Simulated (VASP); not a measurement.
## ZrPbO3: Born charges and dielectric tensor with LDA

ZrPbO3:

```
Zr Pb O
1.0
     4.11093    0.00000    0.00000
     0.00000    4.11093    0.00000
     0.00000    0.00000    4.11093
Zr Pb O
1 1 3
Direct
  0.00000 0.00000 0.00000
  0.50000 0.50000 0.50000
  0.50000 0.00000 0.00000
  0.00000 0.00000 0.50000
  0.00000 0.50000 0.00000
```

The cell is a database's computed one.

```yaml
Program: VASP 6.6.1
Task: Born charges and dielectric tensor
Functional: LDA
Potentials_or_basis: VASP PAW LDA potentials, release 64 (Zr_sv, Pb, O)
Cutoff: 600 eV
k_mesh: 6 × 6 × 6
Occupations: gaussian, width 0.02 eV
Spin: no spin polarisation
Further_INCAR_settings: ALGO = Normal; EDIFF = 1e-08; IBRION = 8; NSW = 1
```

```
Band gap on the k mesh                                  : 2.33 eV, direct
Electronic dielectric tensor (diagonal)                 : 6.95
Born charges (mean of the diagonal)                     : Zr +5.89; Pb +3.93; O -3.27 e
Highest phonon frequency at Γ, LO-TO splitting left out : 583 cm⁻¹
Most unstable mode                                      : 152i cm⁻¹
```

Levels at points of the mesh, in eV from the valence-band top:
| k point | band 14 | band 15 | band 16 | band 17 | band 18 | band 19 | band 20 | band 21 |
| --- | --- | --- | --- | --- | --- | --- | --- | --- |
| (0.00, 0.00, 0.00) | -1.10 | -0.37 | -0.37 | -0.37 | 3.69 | 3.69 | 3.69 | 6.53 |
| (0.50, 0.00, 0.00) | -1.37 | -0.42 | -0.42 | 0.00 | 2.33 | 3.73 | 5.12 | 5.12 |
| (0.50, 0.50, 0.00) | -2.22 | -1.61 | -0.71 | -0.03 | 4.26 | 4.47 | 4.47 | 6.03 |
| (0.50, 0.50, 0.50) | -3.57 | -0.05 | -0.05 | -0.05 | 5.72 | 5.72 | 5.72 | 7.43 |

Phonon frequencies in cm⁻¹ (negative: imaginary):
| q point | frequencies |
| --- | --- |
| (0.000, 0.000, 0.000) | -152 -152 -152 -50 -50 -50 0 0 0 154 154 154 583 583 583 |

Electronic dielectric tensor:
```
6.95 0.00 0.00
0.00 6.95 0.00
0.00 0.00 6.95
```

Born effective charge tensors (e):
atom 1, Zr
```
5.89 0.00 0.00
0.00 5.89 0.00
0.00 0.00 5.89
```
atom 2, Pb
```
3.93 0.00 0.00
0.00 3.93 0.00
0.00 0.00 3.93
```
atom 3, O
```
-4.88  0.00  0.00
 0.00 -2.47  0.00
 0.00  0.00 -2.47
```
atom 4, O
```
-2.47  0.00  0.00
 0.00 -2.47  0.00
 0.00  0.00 -4.88
```
atom 5, O
```
-2.47  0.00  0.00
 0.00 -4.88  0.00
 0.00  0.00 -2.47
```

It took 17 min on 1 thread of Intel(R) Xeon(R) Platinum 8259CL CPU @ 2.50GHz (Skylake/Cascade Lake), with other jobs on the host, peak memory 0.48 GiB.

Caveat: some modes are imaginary; spin-orbit coupling is left out, which as a rule narrows the gap of such compounds by several tenths of an eV. A k mesh can miss the band edges.
